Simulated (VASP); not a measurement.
OSZICAR of a VASP run on MgO (rock salt):

File OSZICAR:
```
       N       E                     dE             d eps       ncg     rms          rms(c)
DAV:   1     0.257436020808E+02    0.25744E+02   -0.38396E+03  5272   0.295E+02
DAV:   2    -0.126764991986E+02   -0.38420E+02   -0.37175E+02  6384   0.977E+01
DAV:   3    -0.134677512588E+02   -0.79125E+00   -0.78967E+00  6624   0.113E+01
DAV:   4    -0.134688676276E+02   -0.11164E-02   -0.11163E-02  5800   0.458E-01
DAV:   5    -0.134688691806E+02   -0.15530E-05   -0.15530E-05  6624   0.156E-02    0.720E+00
DAV:   6    -0.119287302482E+02    0.15401E+01   -0.71334E+00  6504   0.748E+00    0.222E+00
DAV:   7    -0.119186351054E+02    0.10095E-01   -0.62137E-02  6496   0.106E+00    0.137E+00
DAV:   8    -0.119125551073E+02    0.60800E-02   -0.30895E-02  6536   0.937E-01    0.316E-01
DAV:   9    -0.119118544503E+02    0.70066E-03   -0.90948E-04  5944   0.113E-01    0.150E-01
DAV:  10    -0.119117954963E+02    0.58954E-04   -0.27833E-04  6432   0.739E-02    0.648E-03
DAV:  11    -0.119117981889E+02   -0.26926E-05   -0.66484E-06  6264   0.101E-02    0.535E-03
DAV:  12    -0.119117979736E+02    0.21530E-06   -0.28583E-07  6536   0.204E-03    0.541E-04
DAV:  13    -0.119117979873E+02   -0.13674E-07   -0.19525E-08  4240   0.503E-04
   1 F= -.11911798E+02 E0= -.11911798E+02  d E =-.225983E-19
 imaginary and real dielectric function
```

### Question
Which electronic solver shows in the log?

### Answer
It is blocked Davidson (ALGO = Normal, or the opening steps of other solvers). The INCAR had ALGO = Normal.

### Question
Can the final energy be trusted as converged?

### Answer
Self-consistency was reached. It stopped with EDIFF = 1E-7, NELM = 100 (PBE GGA, plane waves, VASP's PBE PAW potentials (set 64)).

The compound is MgO in the rock salt structure. It was relaxed first.
